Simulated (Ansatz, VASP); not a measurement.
# TiC in two plane-wave programs

Aim: how closely do two programs agree when they are given the same cell, functional and k mesh? The cell is taken from a series of runs on this material, whose earlier steps may have relaxed, scaled, displaced or heated it; both programs get it as it stands.

Calculated with Ansatz 0.2.0; plane waves, with VASP 6.6.1 beside it; PBEsol.

## 1. Starting point

It takes space group Immm (No. 71, orthorhombic). The conventional cell has a = 2.975 Å, b = 3.054 Å, c = 4.306 Å, α = 90.00°, β = 90.00°, γ = 90.00°. Nearest to C lie 6 Ti at 2.13 to 2.15 Å. Ti has 6 C at 2.13 to 2.15 Å nearest. Farther neighbours are not listed.

Coordinates:

```cif
data_structure
_symmetry_space_group_name_H-M 'Immm'
_symmetry_Int_Tables_number 71
_cell_length_a 2.9748
_cell_length_b 3.0544
_cell_length_c 4.3063
_cell_angle_alpha 90.000
_cell_angle_beta 90.000
_cell_angle_gamma 90.000
_cell_volume 39.13
loop_
_atom_site_label
_atom_site_type_symbol
_atom_site_symmetry_multiplicity
_atom_site_Wyckoff_symbol
_atom_site_fract_x
_atom_site_fract_y
_atom_site_fract_z
_atom_site_occupancy
C1 C 2 c 0.00000 0.00000 0.50000 1
Ti1 Ti 2 a 0.00000 0.00000 0.00000 1
```

## 2. VASP: zone-centre phonons, PBEsol

Second derivatives magnify differences that forces hide, and they need a tight electronic threshold.

Lines of VASP's logs that name or quote its potential files are left out, and so is its time.

Contents of INCAR:

```
SYSTEM = TiC
PREC = Accurate
ENCUT = 600
EDIFF = 1E-08
NELM = 120
ISMEAR = 1
SIGMA = 0.2
LREAL = .FALSE.
ALGO = Normal
GGA = PS
NBANDS = 14
LASPH = .TRUE.
LORBIT = 11
LWAVE = .FALSE.
LCHARG = .FALSE.
ISIF = 2
IBRION = 8
GGA_COMPAT = .FALSE.
KPAR = 2
```

Contents of POSCAR:

```
TiC
1.0
   -0.0281324420      2.1316468939      2.1531302699
    2.1316468939     -0.0281324420      2.1531302699
    2.1035144519      2.1035144519      0.0000000000
C Ti
1 1
Direct
    0.5000000000      0.5000000000      0.5000000000
    1.0000000000      0.0000000000      0.0000000000
```

Contents of KPOINTS:

```
Automatic mesh
0
Gamma
16 16 16
0 0 0
```

The projector-augmented-wave data sets are C and Ti_sv (PBE family, release 64).

The run is started by

```sh
$ mpirun -np 2 vasp_std
```

Numbers of over 12 decimals in the logs are rounded to 6 here.

Log:

```text
[banner, memory and clock lines left out]
running    2 mpi-ranks, on    1 nodes
 distrk:  each k-point on    1 cores,    2 groups
 distr:  one band on    1 cores,    1 groups

 POSCAR found type information on POSCAR C Ti
 POSCAR found :  2 types and       2 ions
|                                                                             |
|               ----> ADVICE to this user running VASP <----                  |
|                                                                             |
|     You enforced a specific xc type in the INCAR file but a different       |
|     [... a line on the potential file left out ...]
|     I HOPE YOU KNOW WHAT YOU ARE DOING!                                     |
|                                                                             |

 LDA part: xc-table for (Slater+PW92), standard interpolation
 POSCAR, INCAR and KPOINTS ok, starting setup
 FFT: planning ... GRIDC
 FFT: planning ... GRID_SOFT
 FFT: planning ... GRID
 WAVECAR not read
 entering main loop
       N       E                     dE             d eps       ncg     rms          rms(c)
DAV:   1     0.127939284439E+03    0.12794E+03   -0.88938E+03 17388   0.152E+03
DAV:   2    -0.162619959288E+02   -0.14420E+03   -0.13582E+03 18240   0.374E+02
DAV:   3    -0.247600109718E+02   -0.84980E+01   -0.83013E+01 23260   0.872E+01
DAV:   4    -0.251075759222E+02   -0.34756E+00   -0.34728E+00 21552   0.160E+01
DAV:   5    -0.251163780556E+02   -0.88021E-02   -0.88016E-02 23654   0.222E+00    0.192E+01
DAV:   6    -0.203215727668E+02    0.47948E+01   -0.12390E+01 25074   0.603E+01    0.660E+00
DAV:   7    -0.198282157859E+02    0.49336E+00   -0.19618E+00 21074   0.210E+01    0.538E+00
DAV:   8    -0.197949695391E+02    0.33246E-01   -0.11627E-01 19592   0.438E+00    0.297E+00
DAV:   9    -0.197938694459E+02    0.11001E-02   -0.90948E-02 21424   0.350E+00    0.832E-01
DAV:  10    -0.197922150939E+02    0.16544E-02   -0.93686E-03 24388   0.136E+00    0.671E-01
DAV:  11    -0.197904494869E+02    0.17656E-02   -0.50193E-03 18624   0.106E+00    0.101E-01
DAV:  12    -0.197904380905E+02    0.11396E-04   -0.33810E-04 19848   0.237E-01    0.270E-02
DAV:  13    -0.197904310481E+02    0.70424E-05   -0.12371E-05 24936   0.407E-02    0.516E-03
DAV:  14    -0.197904305645E+02    0.48359E-06   -0.31050E-07 25296   0.812E-03    0.245E-03
DAV:  15    -0.197904304732E+02    0.91261E-07   -0.70540E-08 22712   0.173E-03    0.238E-04
DAV:  16    -0.197904304768E+02   -0.36130E-08   -0.35193E-09 12036   0.604E-04
   1 F= -.19790430E+02 E0= -.19790380E+02  d E =-.150043E-03
 Linear response reoptimize wavefunctions to high precision
DAV:   1    -0.197904304726E+02    0.41791E-08   -0.48269E-10 12684   0.225E-04
DAV:   2    -0.197904304727E+02   -0.15007E-10   -0.10892E-10 10596   0.965E-05
 Linear response DOF=           4
 Linear response progress:
  Degree of freedom:   1/  4
       N       E                     dE             d eps       ncg     rms          rms(c)
RMM:   1    -0.125561388671E+00   -0.12556E+00   -0.44732E-02 67154   0.230E+00
RMM:   2    -0.116597266238E+00    0.89641E-02   -0.56771E-03 60989   0.566E-01    0.138E-01
RMM:   3    -0.117272127410E+00   -0.67486E-03   -0.19010E-03 64061   0.240E-01    0.644E-02
RMM:   4    -0.118273900693E+00   -0.10018E-02   -0.69852E-04 65696   0.145E-01    0.151E-02
RMM:   5    -0.118408090914E+00   -0.13419E-03   -0.15145E-04 73768   0.591E-02    0.280E-03
RMM:   6    -0.118399039562E+00    0.90514E-05   -0.20213E-05 73357   0.242E-02    0.146E-03
RMM:   7    -0.118394771777E+00    0.42678E-05   -0.42488E-06 74579   0.115E-02    0.715E-04
RMM:   8    -0.118399038015E+00   -0.42662E-05   -0.96469E-07 73111   0.576E-03    0.341E-04
RMM:   9    -0.118396659635E+00    0.23784E-05   -0.31647E-07 75417   0.320E-03    0.127E-04
RMM:  10    -0.118396795809E+00   -0.13617E-06   -0.62020E-07 73836   0.171E-03    0.650E-05
RMM:  11    -0.118396646509E+00    0.14930E-06   -0.13487E-07 74558   0.956E-04    0.514E-05
RMM:  12    -0.118396656198E+00   -0.96893E-08   -0.53657E-08 77732   0.517E-04    0.481E-05
 first order change of Fermi-energy   0.43583E-03
 force on displaced ion       1 direction 1 : -11.260   0.709   0.000
 Linear response progress:
  Degree of freedom:   2/  4
       N       E                     dE             d eps       ncg     rms          rms(c)
RMM:   1    -0.123978809109E+00   -0.12398E+00   -0.35249E-02 38055   0.220E+00
RMM:   2    -0.116178440462E+00    0.78004E-02   -0.52357E-03 33912   0.537E-01    0.136E-01
RMM:   3    -0.116848105163E+00   -0.66966E-03   -0.18215E-03 35343   0.230E-01    0.633E-02
RMM:   4    -0.117825101227E+00   -0.97700E-03   -0.65556E-04 36263   0.140E-01    0.148E-02
RMM:   5    -0.117954344527E+00   -0.12924E-03   -0.13962E-04 40741   0.556E-02    0.267E-03
RMM:   6    -0.117941562542E+00    0.12782E-04   -0.18833E-05 40274   0.224E-02    0.136E-03
RMM:   7    -0.117936189051E+00    0.53735E-05   -0.38799E-06 40991   0.105E-02    0.654E-04
RMM:   8    -0.117941333992E+00   -0.51449E-05   -0.80517E-07 40878   0.522E-03    0.319E-04
RMM:   9    -0.117938720563E+00    0.26134E-05    0.51033E-08 41193   0.283E-03    0.111E-04
RMM:  10    -0.117938965095E+00   -0.24453E-06   -0.80542E-07 40781   0.151E-03    0.498E-05
RMM:  11    -0.117938839607E+00    0.12549E-06   -0.16036E-07 42032   0.815E-04    0.278E-05
RMM:  12    -0.117938858610E+00   -0.19003E-07   -0.13282E-07 42224   0.433E-04    0.112E-05
RMM:  13    -0.117938886454E+00   -0.27843E-07   -0.12634E-07 42425   0.239E-04    0.352E-06
RMM:  14    -0.117938898689E+00   -0.12235E-07   -0.60128E-08 42538   0.130E-04    0.962E-06
RMM:  15    -0.117938902110E+00   -0.34211E-08   -0.17303E-08 41113   0.746E-05    0.434E-06
 first order change of Fermi-energy   0.76403E-03
 force on displaced ion       1 direction 3 :   0.000   0.000 -10.224
 Linear response progress:
  Degree of freedom:   3/  4
       N       E                     dE             d eps       ncg     rms          rms(c)
RMM:   1    -0.687848145774E+00   -0.68785E+00    0.63286E+00 30879   0.138E+02
RMM:   2    -0.660672737725E+00    0.27175E-01   -0.24528E-01 53277   0.504E+00    0.233E-01
RMM:   3    -0.659122169001E+00    0.15506E-02   -0.18889E-02 63264   0.118E+00    0.116E-01
RMM:   4    -0.658278102637E+00    0.84407E-03   -0.77792E-03 69305   0.530E-01    0.221E-02
RMM:   5    -0.658817175725E+00   -0.53907E-03   -0.12548E-03 73400   0.214E-01    0.105E-02
RMM:   6    -0.659144344001E+00   -0.32717E-03   -0.34121E-04 74151   0.939E-02    0.776E-03
RMM:   7    -0.659435942059E+00   -0.29160E-03   -0.84822E-05 68784   0.463E-02    0.279E-03
RMM:   8    -0.659609458097E+00   -0.17352E-03   -0.39339E-05 71087   0.259E-02    0.256E-03
RMM:   9    -0.659511086602E+00    0.98371E-04   -0.21161E-05 69941   0.152E-02    0.807E-04
RMM:  10    -0.659533712887E+00   -0.22626E-04   -0.17115E-05 74608   0.894E-03    0.320E-04
RMM:  11    -0.659550725746E+00   -0.17013E-04   -0.13774E-05 74252   0.590E-03    0.641E-05
RMM:  12    -0.659548541446E+00    0.21843E-05   -0.10553E-05 76940   0.408E-03    0.780E-05
RMM:  13    -0.659548570051E+00   -0.28604E-07   -0.82656E-06 78042   0.304E-03    0.115E-04
RMM:  14    -0.659548669737E+00   -0.99687E-07   -0.73209E-06 76458   0.239E-03    0.136E-04
RMM:  15    -0.659548228387E+00    0.44135E-06   -0.56321E-06 75575   0.194E-03    0.163E-04
RMM:  16    -0.659548325226E+00   -0.96839E-07   -0.47471E-06 75463   0.162E-03    0.169E-04
RMM:  17    -0.659548395635E+00   -0.70409E-07   -0.39638E-06 78666   0.137E-03    0.177E-04
RMM:  18    -0.659549101372E+00   -0.70574E-06   -0.34449E-06 66261   0.119E-03    0.166E-04
 first order change of Fermi-energy  -0.37411E-03
 force on displaced ion       2 direction 1 : -11.300   0.708   0.000
 Linear response progress:
  Degree of freedom:   4/  4
       N       E                     dE             d eps       ncg     rms          rms(c)
RMM:   1    -0.702698723765E+00   -0.70270E+00    0.49366E+00 17524   0.137E+02
RMM:   2    -0.675064409856E+00    0.27634E-01   -0.24111E-01 29674   0.499E+00    0.233E-01
RMM:   3    -0.673716223246E+00    0.13482E-02   -0.18876E-02 35043   0.118E+00    0.115E-01
RMM:   4    -0.672981089009E+00    0.73513E-03   -0.78937E-03 38570   0.525E-01    0.219E-02
RMM:   5    -0.673576039359E+00   -0.59495E-03   -0.12145E-03 40625   0.208E-01    0.103E-02
RMM:   6    -0.673899023731E+00   -0.32298E-03   -0.32516E-04 41033   0.906E-02    0.756E-03
RMM:   7    -0.674192992991E+00   -0.29397E-03   -0.79980E-05 38054   0.446E-02    0.261E-03
RMM:   8    -0.674358262071E+00   -0.16527E-03   -0.36084E-05 39719   0.246E-02    0.250E-03
RMM:   9    -0.674259361499E+00    0.98901E-04   -0.22600E-05 38526   0.145E-02    0.870E-04
RMM:  10    -0.674285875899E+00   -0.26514E-04   -0.14671E-05 40910   0.850E-03    0.266E-04
RMM:  11    -0.674301331031E+00   -0.15455E-04   -0.11180E-05 41272   0.557E-03    0.759E-05
RMM:  12    -0.674298982884E+00    0.23481E-05   -0.86575E-06 42347   0.384E-03    0.652E-05
RMM:  13    -0.674299715563E+00   -0.73268E-06   -0.67988E-06 42679   0.285E-03    0.785E-05
RMM:  14    -0.674297037429E+00    0.26781E-05   -0.54020E-06 38577   0.230E-03    0.174E-04
[...]
RMM:  21    -0.674304312720E+00   -0.43523E-06   -0.15124E-06 35925   0.750E-04    0.232E-05
RMM:  22    -0.674304561060E+00   -0.24834E-06   -0.13131E-06 36961   0.654E-04    0.169E-05
RMM:  23    -0.674304639458E+00   -0.78398E-07   -0.11283E-06 35614   0.576E-04    0.108E-05
RMM:  24    -0.674304763221E+00   -0.12376E-06   -0.99682E-07 37599   0.519E-04    0.728E-06
RMM:  25    -0.674305024489E+00   -0.26127E-06   -0.81838E-07 38900   0.464E-04    0.169E-05
RMM:  26    -0.674305059499E+00   -0.35010E-07   -0.73851E-07 39436   0.397E-04    0.179E-05
RMM:  27    -0.674304994270E+00    0.65229E-07   -0.64608E-07 35693   0.354E-04    0.188E-05
RMM:  28    -0.674305022725E+00   -0.28455E-07   -0.58471E-07 40157   0.312E-04    0.181E-05
 first order change of Fermi-energy  -0.54041E-03
 force on displaced ion       2 direction 3 :   0.000   0.000 -10.232
 Linear response finished
```

OUTCAR, selected parts (step 2):

```text
ion  position               nearest neighbor table
   1  0.500  0.500  0.500-   2 2.13   2 2.13   2 2.13   2 2.13   2 2.15   2 2.15
   2  0.000  0.000  0.000-   1 2.13   1 2.13   1 2.13   1 2.13   1 2.15   1 2.15

  LATTYP: Found a body centered orthorhombic cell.
 ALAT       =     2.9748186665
 B/A-ratio  =     1.0267480378
 C/A-ratio  =     1.4475707673

 Subroutine GETGRP returns: Found  8 space group operations
 (whereof  8 operations were pure point group operations)

The static configuration has the point symmetry D_2h.

 Found    621 irreducible k-points:

   k-points           NKPTS =    621   k-points in BZ     NKDIM =    621   number of bands    NBANDS=     14

   dimension x,y,z NGX =    24 NGY =   24 NGZ =   24
   dimension x,y,z NGXF=    48 NGYF=   48 NGZF=   48

   ENCUT  =  600.0 eV  44.10 Ry    6.64 a.u.   6.05  6.05  5.94*2*pi/ulx,y,z

   NELECT =      16.0000    total number of electrons

 k-points in reciprocal lattice and weights: Automatic mesh
   0.00000000  0.00000000  0.00000000       0.000
   0.06250000 -0.00000000  0.00000000       0.001
   0.12500000 -0.00000000  0.00000000       0.001
   0.18750000 -0.00000000  0.00000000       0.001
   0.25000000 -0.00000000  0.00000000       0.001
   0.31250000  0.00000000  0.00000000       0.001
   0.37500000 -0.00000000  0.00000000       0.001
   0.43750000  0.00000000  0.00000000       0.001
   0.50000000 -0.00000000  0.00000000       0.000
[...]
0.25000000  0.25000000  0.50000000       0.000
  -0.25000000  0.25000000  0.50000000       0.000

 average (electrostatic) potential at core
       1 -44.1496       2 -70.3854

  Total        0.5841433      0.5841433      0.0255778      0.5539058      0.0000000      0.0000000
  in kB       47.8381997     47.8381997      2.0946825     45.3619100      0.0000000      0.0000000
  external PRESSURE =      32.5903606 kB  Pullay stress =       0.0000000 kB

  energy-cutoff  :      600.00
  volume of cell :       19.56
      direct lattice vectors                 reciprocal lattice vectors
    -0.028132442  2.131646894  2.153130270    -0.231505132  0.231505132  0.232220041
     2.131646894 -0.028132442  2.153130270     0.231505132 -0.231505132  0.232220041
     2.103514452  2.103514452  0.000000000     0.237697440  0.237697440 -0.232220041

 POSITION                                       TOTAL-FORCE (eV/Angst)
 -----------------------------------------------------------------------------------
      2.10351      2.10351      2.15313        -0.000000     -0.000000     -0.000000
      0.00000      0.00000      0.00000         0.000000      0.000000      0.000000
 -----------------------------------------------------------------------------------
    total drift:                                0.000000     -0.000000     -0.000000

 Eigenvectors and eigenvalues of the dynamical matrix
 ----------------------------------------------------

   1 f  =   17.459337 THz   109.700252 2PiTHz  582.380805 cm-1    72.205985 meV
             X         Y         Z           dx          dy          dz
      2.103514  2.103514  2.153130     0.632032   -0.632032    0.000000
      0.000000  0.000000  0.000000    -0.317073    0.317073    0.000000

   2 f  =   16.393824 THz   103.005436 2PiTHz  546.839118 cm-1    67.799379 meV
             X         Y         Z           dx          dy          dz
      2.103514  2.103514  2.153130    -0.631989   -0.631989    0.000000
      0.000000  0.000000  0.000000     0.317160    0.317160    0.000000

   3 f  =   16.132983 THz   101.366523 2PiTHz  538.138396 cm-1    66.720628 meV
             X         Y         Z           dx          dy          dz
      2.103514  2.103514  2.153130     0.000000    0.000000    0.894051
      0.000000  0.000000  0.000000     0.000000    0.000000   -0.447966

   4 f/i=    0.002538 THz     0.015947 2PiTHz    0.084658 cm-1     0.010496 meV
             X         Y         Z           dx          dy          dz
      2.103514  2.103514  2.153130     0.000000    0.000000   -0.447966
      0.000000  0.000000  0.000000     0.000000    0.000000   -0.894051

   5 f/i=    0.011395 THz     0.071597 2PiTHz    0.380096 cm-1     0.047126 meV
             X         Y         Z           dx          dy          dz
      2.103514  2.103514  2.153130     0.317073   -0.317073    0.000000
      0.000000  0.000000  0.000000     0.632032   -0.632032    0.000000

   6 f/i=    0.012945 THz     0.081334 2PiTHz    0.431791 cm-1     0.053535 meV
             X         Y         Z           dx          dy          dz
      2.103514  2.103514  2.153130     0.317160    0.317160    0.000000
      0.000000  0.000000  0.000000     0.631989    0.631989    0.000000

 ELASTIC MODULI CONTR FROM IONIC RELAXATION (kBar)
 Direction    XX          YY          ZZ          XY          YZ          ZX
 --------------------------------------------------------------------------------
 XX           0.0000      0.0000      0.0000      0.0000      0.0000      0.0000
 YY           0.0000      0.0000      0.0000      0.0000      0.0000      0.0000
 ZZ           0.0000      0.0000      0.0000      0.0000      0.0000      0.0000
 XY           0.0000      0.0000      0.0000      0.0000      0.0000      0.0000
 YZ           0.0000      0.0000      0.0000      0.0000      0.0000      0.0000
 ZX           0.0000      0.0000      0.0000      0.0000      0.0000      0.0000
 --------------------------------------------------------------------------------
```

(Part 1 of 2 ends here.)

[Lines on the potential files, build, host, timing and source positions are cut from VASP's logs without a mark.]

[Logs are printed without paths, hosts, clocks, repeated set-up lines and the standing remarks that a program may print on its own settings, such as how far it seeks lower states.]

[Hosts, paths, dates, database ids (printed as entryN), source tags and the programs' standing remarks are cut or masked in the printed files.]
